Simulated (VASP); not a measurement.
Method: PBE GGA with D3 dispersion (zero damping), VASP's PBE PAW potentials (set 64) (plane waves; VASP).

Input for VASP

### INCAR
```
ALGO  =  Normal
EDIFF  =  1E-6
EDIFFG  =  -0.02
ENCUT  =  520
GGA  =  PE
IBRION  =  2
ISIF  =  3
ISMEAR  =  0
IVDW  =  11
LASPH  =  T
LCHARG  =  F
LMAXMIX  =  6
LREAL  =  F
LWAVE  =  F
NELM  =  100
NSW  =  60
PREC  =  Accurate
SIGMA  =  0.05
SYSTEM  =  BaHfO3
```

**KPOINTS**
```
Automatic mesh
0
Gamma
5 5 5
0 0 0
```

### POSCAR
```
BaHfO3
1.0
  4.1838888438   0.0000000000   0.0000000000
  0.0000000000   4.1838888438   0.0000000000
  0.0000000000   0.0000000000   4.1838888438
Ba Hf O
1 1 3
Cart
  0.0000000000   0.0000000000   0.0000000000
  2.0919444219   2.0919444219   2.0919444219
  2.0919444219   0.0000000000   2.0919444219
  0.0000000000   2.0919444219   2.0919444219
  2.0919444219   2.0919444219   0.0000000000
```

POTCAR, in this order: Ba_sv Hf_pv O (PBE.64 set). Program: vasp_std.

The resulting files:

### OSZICAR
```
       N       E                     dE             d eps       ncg     rms          rms(c)
DAV:   1     0.237633899654E+03    0.23763E+03   -0.21329E+04   460   0.160E+03
DAV:   2    -0.372478322469E+02   -0.27488E+03   -0.27031E+03   590   0.348E+02
DAV:   3    -0.503419244831E+02   -0.13094E+02   -0.13069E+02   596   0.759E+01
DAV:   4    -0.505738325311E+02   -0.23191E+00   -0.23180E+00   666   0.987E+00
DAV:   5    -0.505811425027E+02   -0.73100E-02   -0.73098E-02   621   0.105E+00    0.587E+01
DAV:   6    -0.436776403072E+02    0.69035E+01   -0.42926E+01   551   0.381E+01    0.522E+01
DAV:   7    -0.435814527042E+02    0.96188E-01   -0.24383E+00   632   0.101E+01    0.331E+01
DAV:   8    -0.435676831195E+02    0.13770E-01   -0.35678E-01   580   0.500E+00    0.507E+00
DAV:   9    -0.435507998199E+02    0.16883E-01   -0.11070E-01   551   0.205E+00    0.161E+00
DAV:  10    -0.435504991647E+02    0.30066E-03   -0.12344E-02   586   0.744E-01    0.674E-01
DAV:  11    -0.435502944356E+02    0.20473E-03   -0.10136E-03   586   0.216E-01    0.189E-01
DAV:  12    -0.435503261247E+02   -0.31689E-04   -0.93993E-05   632   0.667E-02    0.177E-01
DAV:  13    -0.435503311532E+02   -0.50286E-05   -0.16434E-05   588   0.270E-02    0.890E-03
DAV:  14    -0.435503311057E+02    0.47576E-07   -0.61022E-07   419   0.570E-03
   1 F= -.44340667E+02 E0= -.44340667E+02  d E =-.443407E+02
```

**OUTCAR**
```
------------------------ aborting loop because EDIFF is reached ----------------------------------------
 Edisp (eV)   -0.79034
  FORCE on cell =-STRESS in cart. coord.  units (eV):
  Direction    XX          YY          ZZ          XY          YZ          ZX
  --------------------------------------------------------------------------------------
  Total      -0.01975    -0.01975    -0.01975    -0.00000    -0.00000     0.00000
  in kB      -0.43196    -0.43196    -0.43196    -0.00000    -0.00000     0.00000
  external pressure =       -0.43 kB  Pullay stress =        0.00 kB
  volume of cell :       73.24
      direct lattice vectors                 reciprocal lattice vectors
     4.183888844  0.000000000  0.000000000     0.239012086  0.000000000  0.000000000
     0.000000000  4.183888844  0.000000000     0.000000000  0.239012086  0.000000000
     0.000000000  0.000000000  4.183888844     0.000000000  0.000000000  0.239012086
 POSITION                                       TOTAL-FORCE (eV/Angst)
 -----------------------------------------------------------------------------------
      0.00000      0.00000      0.00000         0.000000      0.000000      0.000000
      2.09194      2.09194      2.09194         0.000000      0.000000      0.000000
      2.09194      0.00000      2.09194         0.000000      0.000000      0.000000
      0.00000      2.09194      2.09194         0.000000      0.000000      0.000000
      2.09194      2.09194      0.00000         0.000000      0.000000      0.000000
 -----------------------------------------------------------------------------------
    total drift:                                0.000000     -0.000000     -0.000000
  FREE ENERGIE OF THE ION-ELECTRON SYSTEM (eV)
  ---------------------------------------------------
  free  energy   TOTEN  =       -44.3406673118 eV

  energy  without entropy=      -44.3406673118  energy(sigma->0) =      -44.34066731

 reached required accuracy - stopping structural energy minimisation
```
(Selected blocks of OUTCAR.)

The compound is BaHfO3 in the cubic perovskite structure. It was relaxed first. The start is the result of an earlier pass.
